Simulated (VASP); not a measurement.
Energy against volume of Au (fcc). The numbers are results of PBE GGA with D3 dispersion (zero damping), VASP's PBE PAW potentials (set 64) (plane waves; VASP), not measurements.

```csv
V (Å³/atom),E (eV/atom)
16.164,-3.84120
16.680,-3.86756
17.196,-3.87578
17.712,-3.86935
18.228,-3.85103
```

**Question.** Fit a third-order Birch-Murnaghan equation of state.

**Answer.** 
- volume per atom: 17.21 Å^3/atom
- bulk modulus: 1510 kbar
- pressure derivative of the bulk modulus: 6.04
- lattice constant a: 4.098 Å

Measured: bulk modulus 182 GPa at 0 K (computed value off by -17.2 %), as given by Daniel Mejia-Rodriguez et al., Physical Review B (2018), arXiv:1807.09216 [0 K value with the zero-point phonon effect removed]; a 4.062 Å at 0 K (computed value off by +0.9 %), as given by Daniel Mejia-Rodriguez et al., Physical Review B (2018), arXiv:1807.09216 [static lattice: zero-point anharmonic expansion removed].

The compound is Au in the fcc structure. It was relaxed first.
